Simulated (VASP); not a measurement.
Computed with vdW-DF2, VASP's PBE PAW potentials (set 64) (plane waves; VASP).

The input files of a VASP run:

### POSCAR
```
Cu
1
    0.0000000000     1.8366946625     1.8366946625
    1.8366946625     0.0000000000     1.8366946625
    1.8366946625     1.8366946625     0.0000000000
Cu
1
Direct
  0.0000000000   0.0000000000   1.0000000000
```

### INCAR
```
SYSTEM = Cu
PREC = Accurate
ENCUT = 520
EDIFF = 1E-7
NELM = 100
ALGO = Normal
LREAL = .FALSE.
LASPH = .TRUE.
ISMEAR = 1
SIGMA = 0.1
GGA = ML
ZAB_VDW = -1.8867
LUSE_VDW = .TRUE.
AGGAC = 0.0
LMAXMIX = 4
LWAVE = .FALSE.
LCHARG = .FALSE.
ISIF = 2
```

**KPOINTS**
```
K-points
0
G
 17 17 17
```

POTCAR, in this order: Cu (PBE.64 set). Program: vasp_std.

Output of the run:

### OUTCAR
```
 ion  position               nearest neighbor table
   1  0.000  0.000  0.000-
  LATTYP: Found a face centered cubic cell.
 ALAT       =     3.6733893250
 Subroutine PRICEL returns:
 Original cell was already a primitive cell.
 Subroutine GETGRP returns: Found 48 space group operations
The static configuration has the point symmetry O_h .
The dynamic configuration has the point symmetry O_h .
 Subroutine INISYM returns: Found 48 space group operations
 Subroutine IBZKPT returns following result:
 Found    165 irreducible k-points:

 Following reciprocal coordinates:
            Coordinates               Weight
  0.000000  0.000000  0.000000      1.000000
  0.058824  0.000000  0.000000      8.000000
  0.117647  0.000000  0.000000      8.000000
  0.176471  0.000000  0.000000      8.000000
  0.235294  0.000000  0.000000      8.000000
  0.294118  0.000000  0.000000      8.000000
  0.352941  0.000000  0.000000      8.000000
  0.411765  0.000000  0.000000      8.000000
  0.470588  0.000000  0.000000      8.000000
  0.058824  0.058824  0.000000      6.000000
  0.117647  0.058824  0.000000     24.000000
  0.176471  0.058824  0.000000     24.000000
  0.235294  0.058824  0.000000     24.000000
  0.294118  0.058824  0.000000     24.000000
  0.352941  0.058824  0.000000     24.000000
  0.411765  0.058824  0.000000     24.000000
  0.470588  0.058824  0.000000     24.000000
 -0.470588  0.058824  0.000000     24.000000
 -0.411765  0.058824  0.000000     24.000000
 -0.352941  0.058824  0.000000     24.000000
 -0.294118  0.058824  0.000000     24.000000
 -0.235294  0.058824  0.000000     24.000000
 -0.176471  0.058824  0.000000     24.000000
 -0.117647  0.058824  0.000000     24.000000
 -0.058824  0.058824  0.000000     12.000000
  0.117647  0.117647  0.000000      6.000000
  0.176471  0.117647  0.000000     24.000000
  0.235294  0.117647  0.000000     24.000000
  0.294118  0.117647  0.000000     24.000000
  0.352941  0.117647  0.000000     24.000000
  0.411765  0.117647  0.000000     24.000000
  0.470588  0.117647  0.000000     24.000000
 -0.470588  0.117647  0.000000     24.000000
 -0.411765  0.117647  0.000000     24.000000
 -0.352941  0.117647  0.000000     24.000000
 -0.294118  0.117647  0.000000     24.000000
 -0.235294  0.117647  0.000000     24.000000
 -0.176471  0.117647  0.000000     24.000000
 -0.117647  0.117647  0.000000     12.000000
  0.176471  0.176471  0.000000      6.000000
   k-points           NKPTS =    165   k-points in BZ     NKDIM =    165   number of bands    NBANDS=      9
   number of dos      NEDOS =    301   number of ions     NIONS =      1
   total plane-waves  NPLWV =   8000
   dimension x,y,z NGX =    20 NGY =   20 NGZ =   20
   dimension x,y,z NGXF=    40 NGYF=   40 NGZF=   40
   ions per type =               1
   PREC   = accura    normal or accurate (medium, high low for compatibility)
   ISTART =      0    job   : 0-new  1-cont  2-samecut
   ICHARG =      2    charge: 1-file 2-atom 10-const
   ISPIN  =      1    spin polarized calculation?
   LNONCOLLINEAR =      F non collinear calculations
   LSORBIT =      F    spin-orbit coupling
   INIWAV =      1    electr: 0-lowe 1-rand  2-diag
   ENCUT  =  520.0 eV  38.22 Ry    6.18 a.u.   4.83  4.83  4.83*2*pi/ulx,y,z
   NELM   =    100;   NELMIN=  2; NELMDL= -5     # of ELM steps
   EDIFF  = 0.1E-06   stopping-criterion for ELM
   LREAL  =      F    real-space projection
   NLSPLINE    = F    spline interpolate recip. space projectors
   LMAXMIX     =    4 max onsite mixed and CHGCAR
   VOSKOWN=      0    Vosko Wilk Nusair interpolation
...
```

**OSZICAR**
```
       N       E                     dE             d eps       ncg     rms          rms(c)
DAV:   1     0.399929656128E+02    0.39993E+02   -0.56881E+03  3075   0.201E+03
DAV:   2    -0.633358787455E+00   -0.40626E+02   -0.38379E+02  2990   0.194E+02
DAV:   3    -0.107761606348E+01   -0.44426E+00   -0.44336E+00  3588   0.294E+01
DAV:   4    -0.108094113598E+01   -0.33251E-02   -0.33249E-02  3593   0.232E+00
DAV:   5    -0.108098646037E+01   -0.45324E-04   -0.45324E-04  3506   0.217E-01    0.684E+00
DAV:   6    -0.682456465823E+00    0.39853E+00   -0.13981E+01  3122   0.875E+01    0.362E+00
DAV:   7    -0.363769982729E+00    0.31869E+00   -0.22639E+00  3149   0.355E+01    0.485E-01
DAV:   8    -0.354950427001E+00    0.88196E-02   -0.66906E-03  3213   0.147E+00    0.280E-01
DAV:   9    -0.353714162949E+00    0.12363E-02   -0.90052E-03  3844   0.205E+00    0.370E-02
DAV:  10    -0.353716283709E+00   -0.21208E-05   -0.12890E-04  3734   0.209E-01    0.479E-03
DAV:  11    -0.353719371351E+00   -0.30876E-05   -0.10645E-05  3424   0.655E-02    0.415E-03
DAV:  12    -0.353717879531E+00    0.14918E-05   -0.15052E-06  3384   0.211E-02    0.472E-04
DAV:  13    -0.353717858733E+00    0.20798E-07   -0.47023E-08  2091   0.417E-03
   1 F= -.35371786E+00 E0= -.35353544E+00  d E =-.547256E-03
```

**OUTCAR**
```
------------------------ aborting loop because EDIFF is reached ----------------------------------------
  FORCE on cell =-STRESS in cart. coord.  units (eV):
  Direction    XX          YY          ZZ          XY          YZ          ZX
  --------------------------------------------------------------------------------------
  Total        0.5656861      0.5656861      0.5656861     -0.0000000     -0.0000000      0.0000000
  in kB       73.1383585     73.1383585     73.1383585     -0.0000000     -0.0000000      0.0000000
  external PRESSURE =      73.1383585 kB  Pullay stress =       0.0000000 kB
  volume of cell :       12.39
      direct lattice vectors                 reciprocal lattice vectors
     0.000000000  1.836694663  1.836694663    -0.272228155  0.272228155  0.272228155
     1.836694663  0.000000000  1.836694663     0.272228155 -0.272228155  0.272228155
     1.836694663  1.836694663  0.000000000     0.272228155  0.272228155 -0.272228155
 POSITION                                       TOTAL-FORCE (eV/Angst)
 -----------------------------------------------------------------------------------
      0.00000      0.00000      0.00000         0.000000     -0.000000      0.000000
 -----------------------------------------------------------------------------------
    total drift:                               -0.000000     -0.000000     -0.000000
  FREE ENERGIE OF THE ION-ELECTRON SYSTEM (eV)
  ---------------------------------------------------
  free  energy   TOTEN  =        -0.3537178587 eV

  energy  without entropy=       -0.3531706028  energy(sigma->0) =       -0.35353544
```
(Selected blocks of OUTCAR.)

The compound is Cu in the fcc structure. This cell is one point of a volume scan, at 0.94 of the reference volume.
